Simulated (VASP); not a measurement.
Runs of VASP 6.6.1 on RhN. Symmetry: P-6m2, No. 187, hexagonal system. Conventional cell: a = 2.963 Å, b = 2.963 Å, c = 2.892 Å, α = 90.00°, β = 90.00°, γ = 120.00°. Rh (site symmetry -6m2) is surrounded by 6 N at 2.24 Å. Around N (site symmetry -6m2) lie 6 Rh at 2.24 Å. The cell comes from a database or a generator and needn't be the stable form of this composition.

```csv
level,spin,U,fixed moment (μB),gap on the mesh (eV),pressure (GPa),moment (μB)
PBE+U,"collinear, ferromagnetic start",Rh d U = 7 eV,-,none,3.9,(b)
PBE+U,"collinear, ferromagnetic start",Rh d U = 2 eV,4,-,(a),4.00
PBE+U,"collinear, ferromagnetic start",Rh d U = 2 eV,-,none,-13.5,0.00
PBE+U,"collinear, random start",Rh d U = 7 eV,-,none,-0.3,0.42
PBE+U,"collinear, ferromagnetic start",Rh d U = 7 eV,0,-,-15.2,0.00
PBE+U,"collinear, random start",Rh d U = 2 eV,-,none,-13.5,0.00
PBEsol+U,"collinear, ferromagnetic start",Rh d U = 7 eV,-,none,-11.4,0.42
```

Alike in all rows: task single point; potentials or basis VASP PAW PBE potentials, release 64 (Rh_pv, N); cell as given; k mesh 7 × 7 × 7; cutoff (eV) 520; smearing gaussian 0.05 eV.

Task: Fill in the values left out.

Result: (a) 21.1; (b) 2.06.

Caveats: the total moment is fixed, so each spin has its own Fermi level (some runs); the moment is held away from its start (some runs); the PAW data sets were made with another functional, which shifts forces and pressure a little (some runs).

A k mesh can miss the band edges, and the runs leave out spin-orbit coupling on Rh.

A gap of «none» marks a metal or a gap under the smearing width.
